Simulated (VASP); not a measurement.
# CGeClH3 in VASP: a series of runs, part 2 of 2

VASP 6.6.1.

**5. Electron localisation function, PBE**

The input, INCAR:

```
SYSTEM = GeH3CCl
PREC     = Accurate       ! precision mode
ENCUT    = 520            ! plane-wave cutoff, eV
EDIFF    = 1E-6           ! SCF threshold, eV
ISMEAR   = 0              ! smearing method
SIGMA    = 0.01           ! smearing width, eV
LREAL    = .False.        ! projectors in reciprocal space
LASPH    = .True.         ! aspherical terms in the spheres
NELM     = 60             ! most SCF steps
ALGO     = Normal         ! electronic algorithm
ISIF     = 2              ! what is computed and relaxed
LWAVE    = .False.        ! write WAVECAR
LCHARG   = .True.         ! write CHGCAR
GGA      = PE             ! functional
LELF     = .True.         ! ELF
```

The input, KPOINTS:

```
regular mesh
0
Gamma
  1 1 1
  0 0 0
```

The input, POSCAR:

```
GeH3CCl
1.0
   12.0000000000      0.0000000000      0.0000000000
    0.0000000000     13.0000000000      0.0000000000
    0.0000000000      0.0000000000     11.0000000000
C Ge Cl H
1 1 1 3
Direct
    0.4606291700      0.5591038500      0.4990272700
    0.6077458300      0.5291500000      0.5732909100
    0.5822458300      0.3623115400      0.5910363600
    0.4510041700      0.6409192300      0.4791636400
    0.3944208300      0.5344346200      0.5609272700
    0.4512875000      0.5146961500      0.4151454500
```

Potentials or basis: VASP PAW PBE potentials, release 64 (C, Ge_d, Cl, H).

Run with:

```sh
> cat potpaw_PBE.64/C/POTCAR potpaw_PBE.64/Ge_d/POTCAR potpaw_PBE.64/Cl/POTCAR potpaw_PBE.64/H/POTCAR > POTCAR
> mpirun -np 1 vasp_gam > vasp.out
```

OUTCAR:

```text
SYSTEM = GeH3CCl
   PREC = Accurate
   ENCUT = 520
   EDIFF = 1E-6
   ISMEAR = 0
   LREAL = .False.
   LASPH = .True.
   NELM = 60
   ISIF = 2
   GGA = PE

 ion  position               nearest neighbor table
   1  0.461  0.559  0.499-   4 1.09   6 1.09   5 1.09   2 1.98
   2  0.608  0.529  0.573-   1 1.98   3 2.20
   3  0.582  0.362  0.591-   2 2.20
   4  0.451  0.641  0.479-   1 1.09
   5  0.394  0.534  0.561-   1 1.09
   6  0.451  0.515  0.415-   1 1.09

[... 204 lines left out ...]
  -------------------------------------------------------------------------------------
  Total        0.4564960      0.9152305      0.2973405     -0.0140018     -0.1110014      0.0992962
  in kB        0.4262165      0.8545231      0.2776178     -0.0130731     -0.1036387      0.0927098
  external PRESSURE =       0.5194525 kB  Pullay stress =       0.0000000 kB

 VOLUME and BASIS-vectors are now :
 -----------------------------------------------------------------------------
  energy-cutoff  :      520.00
  volume of cell :     1716.00
      direct lattice vectors                 reciprocal lattice vectors
    12.000000000  0.000000000  0.000000000     0.083333333  0.000000000  0.000000000
     0.000000000 13.000000000  0.000000000     0.000000000  0.076923077  0.000000000
     0.000000000  0.000000000 11.000000000     0.000000000  0.000000000  0.090909091

 POSITION                                       TOTAL-FORCE (eV/Angst)
 -----------------------------------------------------------------------------------
      5.52755      7.26835      5.48930        -0.025126      0.045316     -0.017864
      7.29295      6.87895      6.30620         0.235615      0.217349      0.067610
      6.98695      4.71005      6.50140        -0.013231     -0.299500      0.040704
      5.41205      8.33195      5.27080        -0.016843      0.214467     -0.040676
      4.73305      6.94765      6.17020        -0.156570     -0.063466      0.131257
      5.41545      6.69105      4.56660        -0.023846     -0.114167     -0.181032
 -----------------------------------------------------------------------------------
    total drift:                                0.001449     -0.001936      0.000424

  FREE ENERGIE OF THE ION-ELECTRON SYSTEM (eV)
  ---------------------------------------------------
  free  energy   TOTEN  =       -26.4484520385 eV

  energy  without entropy=      -26.4484520385  energy(sigma->0) =      -26.44845204
```

OSZICAR:

```text
N       E                     dE             d eps       ncg     rms          rms(c)
DAV:   1     0.224945360435E+03    0.22495E+03   -0.92942E+03    44   0.955E+02
DAV:   2     0.472474446050E+02   -0.17770E+03   -0.17649E+03    52   0.195E+02
DAV:   3    -0.251300271197E+02   -0.72377E+02   -0.72292E+02    48   0.112E+02
[... 16 lines left out ...]
DAV:  20    -0.264484341657E+02   -0.50033E-04   -0.42740E-06    36   0.598E-03    0.725E-04
DAV:  21    -0.264484452233E+02   -0.11058E-04   -0.49547E-07    40   0.289E-03    0.414E-04
DAV:  22    -0.264484495968E+02   -0.43735E-05   -0.13629E-07    36   0.142E-03    0.171E-04
DAV:  23    -0.264484514341E+02   -0.18373E-05   -0.58027E-08    38   0.849E-04    0.118E-04
DAV:  24    -0.264484520385E+02   -0.60449E-06   -0.16319E-08    36   0.486E-04
   1 F= -.26448452E+02 E0= -.26448452E+02  d E =-.220453E-35
```

It took 2.8 min on 1 thread of Intel Xeon Platinum 8488C (Sapphire Rapids), shared host; peak memory 1.3 GiB.

Results:

- Free energy: -26.4485 eV
- Largest force: 0.328 eV/Å
- Gap between the frontier levels: 2.38 eV

Forces in eV/Å, atoms in the order of the input:
```
C   -0.025  0.045 -0.018
Ge   0.236  0.217  0.068
Cl  -0.013 -0.299  0.041
H   -0.017  0.214 -0.041
H   -0.157 -0.063  0.131
H   -0.024 -0.114 -0.181
```

Levels at points of the mesh, in eV from the valence-band top:
```
           k point  band 12  band 13  band 14  band 15  band 16  band 17
(0.00, 0.00, 0.00)    -2.00    -1.79     0.00     2.38     4.86     5.19
```

**6. Single point, RPBE+D3(BJ)**

The input, INCAR:

```
SYSTEM = GeH3CCl
  ALGO = Normal
  EDIFF = 1E-6
  ENCUT = 520
  GGA = RP
  ISIF = 2
  ISMEAR = 0
  IVDW = 12
  LASPH = .True.
  LCHARG = .False.
  LREAL = .False.
  LWAVE = .False.
  NBANDS = 23
  NELM = 80
  PREC = Accurate
  SIGMA = 0.01
```

The input, KPOINTS:

```
k-points
0
Gamma
  1 1 1
  0 0 0
```

The input, POSCAR:

```
GeH3CCl
1.0
   12.0000000000      0.0000000000      0.0000000000
    0.0000000000     13.0000000000      0.0000000000
    0.0000000000      0.0000000000     11.0000000000
C Ge Cl H
1 1 1 3
Cartesian
    5.5275500400      7.2683500500      5.4892999700
    7.2929499600      6.8789500000      6.3062000100
    6.9869499600      4.7100500200      6.5013999600
    5.4120500400      8.3319499900      5.2708000400
    4.7330499600      6.9476500600      6.1701999700
    5.4154500000      6.6910499500      4.5665999500
```

Potentials or basis: VASP PAW PBE potentials, release 64 (C, Ge_d, Cl, H).

Run with:

```sh
> cat potpaw_PBE.64/C/POTCAR potpaw_PBE.64/Ge_d/POTCAR potpaw_PBE.64/Cl/POTCAR potpaw_PBE.64/H/POTCAR > POTCAR
> mpirun -np 1 vasp_gam > vasp.out
```

Wall time 3.1 min (1 thread of Intel Xeon Platinum 8488C (Sapphire Rapids), shared host); peak memory 1.3 GiB.

The run converged. Its results:

```
Free energy                     : -27.0004 eV
Largest force                   : 0.299 eV/Å
Gap between the frontier levels : 2.42 eV
Dispersion energy per atom      : -0.154 eV
```

Forces in eV/Å, atoms in the order of the input:
```
C   -0.063  0.019 -0.030
Ge   0.192  0.224  0.048
Cl  -0.041 -0.256  0.022
H    0.014  0.214 -0.027
H   -0.117 -0.075  0.150
H    0.016 -0.126 -0.163
```

Levels at points of the mesh, in eV from the valence-band top:
| k point | band 10 | band 11 | band 12 | band 13 | band 14 | band 15 | band 16 | band 17 | band 18 | band 19 |
| --- | --- | --- | --- | --- | --- | --- | --- | --- | --- | --- |
| (0.00, 0.00, 0.00) | -4.21 | -2.59 | -2.00 | -1.79 | 0.00 | 2.42 | 4.84 | 5.10 | 5.71 | 6.10 |

Caveat: the PAW data sets were made with another functional, which shifts forces and pressure a little.

**7. The runs side by side**

| task | level | cell | gap on the mesh (eV) | largest force (eV/Å) |
| --- | --- | --- | --- | --- |
| single point | PBE | atoms moved at random, drawn with an rms of 0.05 Å | 2.30 | 3.16 |
| relaxation of the atoms | PBE | atoms relaxed from: atoms moved at random, drawn with an rms of 0.02 Å | 2.36 | - |
| atomic charges | PBE+TS | as given | 2.38 | 0.33 |
| electron localisation function | PBE | as given | 2.38 | 0.33 |
| single point | RPBE+D3(BJ) | as given | 2.42 | 0.30 |

Alike in all rows: potentials or basis VASP PAW PBE potentials, release 64 (C, Ge_d, Cl, H); no spin polarisation; k mesh 1 × 1 × 1; cutoff (eV) 520; smearing gaussian 0.01 eV.

On the cell as given the gap runs from 2.38 eV (PBE+TS) to 2.42 eV (RPBE+D3(BJ)).

Caveats: the PAW data sets were made with another functional, which shifts forces and pressure a little (some runs).

Absolute energies hang on the potentials; compare differences alone.
